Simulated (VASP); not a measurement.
The system is Sb.

```
CELL_PARAMETERS angstrom
2.18642 1.26233 3.79719
-2.18642 1.26233 3.79719
0.00000 -2.52466 3.79719
ATOMIC_POSITIONS crystal
Sb 0.23400 0.23400 0.23400
Sb 0.76600 0.76600 0.76600
```

The cell was built by a generator and needn't be a form met in nature.

| Quantity | Value |
| --- | --- |
| Program | VASP 6.6.1 |
| Task | relaxation of cell and atoms |
| Functional | PBE |
| Dispersion | D3(BJ) |
| Potentials or basis | VASP PAW PBE potentials, release 64 (Sb) |
| Cutoff | 600 eV |
| k mesh | 9 × 9 × 7 |
| Occupations | gaussian, width 0.03 eV |
| Spin | no spin polarisation |

At the start: pressure -2.1 GPa; volume 31.44 Å³/atom.

Task: Where does the relaxation end?

Result: Over 10 steps the energy falls by 11.4 meV/atom and the volume is 29.75 Å³/atom (-5.4 %); space group R-3m (No. 166, to 0.05 Å).

Step by step:
| step | energy change (eV) | largest force (eV/Å) | pressure (GPa) | volume (Å³) |
| --- | --- | --- | --- | --- |
| 1 | 0.0000 | 0.0234 | -2.10 | 62.88 |
| 2 | -0.0113 | 0.2961 | 1.29 | 59.20 |
| 3 | -0.0164 | 0.1774 | -0.01 | 60.48 |
| 4 | -0.0191 | 0.1228 | 0.01 | 60.21 |
| 5 | -0.0221 | 0.0007 | 0.07 | 59.56 |
| 6 | -0.0222 | 0.0126 | 0.08 | 59.49 |
| 7 | -0.0226 | 0.0145 | -0.11 | 59.63 |
| 8 | -0.0226 | 0.0152 | -0.16 | 59.67 |
| 9 | -0.0226 | 0.0250 | 0.12 | 59.37 |
| 10 | -0.0227 | 0.0074 | 0.00 | 59.50 |

Final structure:
```
CELL_PARAMETERS angstrom
2.16279 1.24869 3.67196
-2.16279 1.24869 3.67196
0.00000 -2.49738 3.67196
ATOMIC_POSITIONS crystal
Sb 0.23660 0.23660 0.23660
Sb 0.76340 0.76340 0.76340
```

Caveat: pairwise dispersion overbinds metals, which lowers pressure and volume.
